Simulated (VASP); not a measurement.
Input:

```
MgO
1.0
    0.00000     2.11058     2.11058
    2.11058     0.00000     2.11058
    2.11058     2.11058     0.00000
Mg O
1 1
Direct
  0.00000   0.00000   0.00000
  0.50000   0.50000   0.50000
```

Computed with optB86b-vdW, VASP's PBE PAW potentials (set 64) (plane waves; VASP). Numerical set-up: 520 eV cut-off, Gaussian smearing of 0.050 eV, potentials Mg O.

Give the energies of bands 2 to 5 at the high-symmetry points, in eV from the valence-band maximum.

```tsv
band	Γ	X	U	L	W
2	0.00	-4.05	-3.46	-4.57	-2.93
3	0.00	-1.34	-2.68	-0.65	-2.93
4	0.00	-1.34	-1.14	-0.65	-1.75
5	4.79	9.18	10.13	7.94	11.67
```

The gap is direct, 4.79 eV, from the valence maximum at Γ to the conduction minimum at Γ.

Measured: gap 8.36 eV (computed value off by -3.57 eV), as given by Wei Chen et al., Physical Review Materials (2018), doi:10.1103/physrevmaterials.2.073803 [zero-point renormalisation of 0.53 eV added back (the table's ZPR column)].

The compound is MgO in the rock salt structure. It was relaxed first.
